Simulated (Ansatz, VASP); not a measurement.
# Cross-check of HfO2 between VASP and Ansatz, part 2 of 2

Wanted: the spread between two codes on one cell, functional and k mesh. The cell is taken from a series of runs on this material, whose earlier steps may have relaxed, scaled, displaced or heated it; both programs get it as it stands.

VASP 6.6.1 and Ansatz 0.2.0.

So far. Step 6 (Ansatz: single point, LDA, pair 2): The run ends at a pressure of 19.90 GPa. Step 7 (VASP: single point, LDA, pair 2): The run ends at a pressure of 15.79 GPa.

### Step 9. Ansatz: single point, LDA, pair 3

Level of this step: Ansatz beside VASP: Kohn-Sham DFT, plane waves, LDA (Ansatz).

A single point gives forces, pressure and levels at one fixed geometry, so differences don't come from the geometry; what else differs is listed under the comparison. The cell compared in this pair holds 28.78 Å³, against 29.41 Å³ for the pair before.

The cell is taken from a series of runs on this material, whose earlier steps may have relaxed, scaled, displaced or heated it; both programs get it as it stands.

Input file input.yaml:

```yaml
crystal:
  lattice:
    - [0.0, 2.4323145693, 2.4323145693]
    - [2.4323145693, 0.0, 2.4323145693]
    - [2.4323145693, 2.4323145693, 0.0]
  atoms:
    - { symbol: O, position: [0.25, 0.25, 0.25] }
    - { symbol: O, position: [0.75, 0.75, 0.75] }
    - { symbol: Hf, position: [0.0, 0.0, 0.0] }
kpoints:
  mp_grid: { grid: [8, 8, 8] }
hamiltonian:
  xc: lda
  pseudopotentials: { kind: paw, azcp: { folder: soft_1 }, xc_functional: pbe }
scf:
  occupations: { method: fixed }
output:
  forces: true
  stress: true
  eigenvalues: true
```

Command:

```bash
$ ansatz run input.yaml --threads 4 --pin off --max-ram 10240MiB --backend cpu --events-out ev --progress --plain --runs-dir out
```

Numbers of over 12 decimals in the logs are rounded to 6 here.

Log:

```text
[...]
Crystal: 3 atoms, lattice volume = 28.780 Å³
Basis set: ecut = 420 eV, 537 PW (Γ)
Bands: 23, of which v1, the nominal top of the filled ones, is band 19 counted from 1 (18 counted from 0)
Symmetry: 48 space group operations
[...]
k-points: 29 of 512
[...]
--- Band table (eV; the first three rows and the last of 29) ---
  k-point 0: bands = [... 15 lower, 10.6454, 16.2655, 16.2655, 16.2655, 20.8638, 20.8638, 23.5280, 28.9100]
  k-point 1: bands = [... 15 lower, 11.2286, 15.7956, 15.9085, 15.9085, 21.2521, 21.2521, 24.1093, 27.9757]
  k-point 2: bands = [... 15 lower, 12.4882, 14.8353, 15.3091, 15.3091, 21.8126, 21.8126, 24.5581, 27.3722]
  k-point 28: bands = [... 15 lower, 14.0555, 14.0555, 15.2461, 16.7055, 22.0399, 22.4673, 25.0743, 25.0743]
[key lines of the parts left out:]
SCF converged after 8 iterations
Free energy (F): -16593.416256 eV
Fermi energy:    16.956761 eV
P = ⅓ Tr σ = 28.0495 GPa (280.495 kbar)
```

The run ends at a pressure of 28.05 GPa.

### Step 10. VASP: single point, LDA, pair 3

The same cell, functional (in two slightly different forms) and mesh now go to VASP, with its own data sets.

Input file INCAR:

```
SYSTEM = HfO2
PREC = Accurate
ENCUT = 600
EDIFF = 1E-06
NELM = 120
ISMEAR = 0
SIGMA = 0.01
LREAL = .FALSE.
ALGO = Normal
GGA = CA
NBANDS = 17
LASPH = .TRUE.
LORBIT = 11
LWAVE = .FALSE.
LCHARG = .FALSE.
ISIF = 2
GGA_COMPAT = .FALSE.
EFERMI = MIDGAP
```

Input file POSCAR:

```
HfO2
1.0
    0.0000000000      2.4323145693      2.4323145693
    2.4323145693      0.0000000000      2.4323145693
    2.4323145693      2.4323145693      0.0000000000
O Hf
2 1
Direct
    0.2500000000      0.2500000000      0.2500000000
    0.7500000000      0.7500000000      0.7500000000
    0.0000000000      0.0000000000      0.0000000000
```

Input file KPOINTS:

```
Automatic mesh
0
Gamma
8 8 8
0 0 0
```

PAW data sets: O and Hf_pv (LDA family, release 64).

Command:

```bash
$ mpirun -np 1 vasp_std
```

Log:

```text
[... set-up lines as in an earlier step ...]
 entering main loop
       N       E                     dE             d eps       ncg     rms          rms(c)
DAV:   1     0.990609395468E+02    0.99061E+02   -0.14003E+04   986   0.146E+03
DAV:   2    -0.347121220952E+02   -0.13377E+03   -0.13078E+03  1282   0.321E+02
DAV:   3    -0.384302065373E+02   -0.37181E+01   -0.37094E+01  1097   0.481E+01
DAV:   4    -0.384493748003E+02   -0.19168E-01   -0.19165E-01  1306   0.389E+00
[...]
DAV:  10    -0.329233349237E+02    0.30587E-03   -0.18134E-03  1196   0.347E-01    0.503E-02
DAV:  11    -0.329233339456E+02    0.97806E-06   -0.10619E-04  1237   0.878E-02    0.506E-02
DAV:  12    -0.329233341011E+02   -0.15543E-06   -0.49634E-06  1186   0.182E-02
   1 F= -.32923334E+02 E0= -.32923334E+02  d E =0.000000E+00
```

From OUTCAR (step 10):

```text
  Total        4.2724227      4.2724227      4.2724227      0.0000000      0.0000000     -0.0000000
  in kB      237.8458477    237.8458477    237.8458477      0.0000000      0.0000000     -0.0000000
  external PRESSURE =     237.8458477 kB  Pullay stress =       0.0000000 kB

 POSITION                                       TOTAL-FORCE (eV/Angst)
 -----------------------------------------------------------------------------------
      1.21616      1.21616      1.21616         0.000000      0.000000      0.000000
      3.64847      3.64847      3.64847        -0.000000     -0.000000     -0.000000
      0.00000      0.00000      0.00000         0.000000      0.000000     -0.000000
 -----------------------------------------------------------------------------------
    total drift:                                0.000000      0.000000      0.000000

  FREE ENERGIE OF THE ION-ELECTRON SYSTEM (eV)
  ---------------------------------------------------
  free  energy   TOTEN  =       -32.9233341011 eV

  energy  without entropy=      -32.9233341011  energy(sigma->0) =      -32.92333410

[... 1 part as in an earlier step ...]

[... 2 further parts left out ...]
[key lines of the parts left out:]
E-fermi :   7.1571
```

The run ends at a pressure of 23.78 GPa.

### Step 11. Comparison

What differs besides the data sets and the points named for the pairs above, as far as they apply: the data sets hold 38 valence electrons in Ansatz (on its PAW soft_1 files) and 22 in VASP. Total energies have different zeros and are not compared.

The two programs side by side:

| quantity | Ansatz | VASP | difference |
| --- | --- | --- | --- |
| pressure (GPa) | 28.05 | 23.78 | +4.26 |
| gap on the k mesh (eV) | 3.851 | 3.921 | -0.070 |

A gap on the mesh is an upper bound, since the band edges may lie between its points; neither run holds spin-orbit coupling, which can move the band edges of a compound of Hf.

### Step 12. Summary of results

| Property | Result |
| --- | --- |
| difference in pressure (single point, LDA, pair 1) | 3.9 GPa |
| difference in gap on the k mesh (single point, LDA, pair 1) | -0.053 eV |
| difference in pressure (single point, LDA, pair 2) | 4.1 GPa |
| difference in gap on the k mesh (single point, LDA, pair 2) | -0.061 eV |
| difference in pressure (single point, LDA, pair 3) | 4.3 GPa |
| difference in gap on the k mesh (single point, LDA, pair 3) | -0.070 eV |

**Reading.** The difference in pressure is 4.3 GPa (single point, LDA, pair 3), beyond the 1 GPa picked in this series as the mark of a large difference. The data sets hold unlike numbers of valence electrons (38 in Ansatz and 22 in VASP), so part of the differences comes from the potentials. Single point, LDA, pair 1, VASP with the data sets O and Hf_sv: the difference in pressure goes from 3.9 to 2.5 GPa. What causes the difference of the single point, LDA, pair 2 pair stays open here. What causes the difference of the single point, LDA, pair 3 pair stays open here. 5 further runs of this series are not shown here. Such differences can come from data sets, numerical settings and the points named under the comparisons, not from the functional's error against experiment.

[Lines on the potential files, build, host, timing and source positions are cut from VASP's logs without a mark.]

[Logs are printed without paths, hosts, clocks, repeated set-up lines and the standing remarks that a program may print on its own settings, such as how far it seeks lower states.]

[Hosts, paths, dates, database ids (printed as entryN), source tags and the programs' standing remarks are cut or masked in the printed files.]
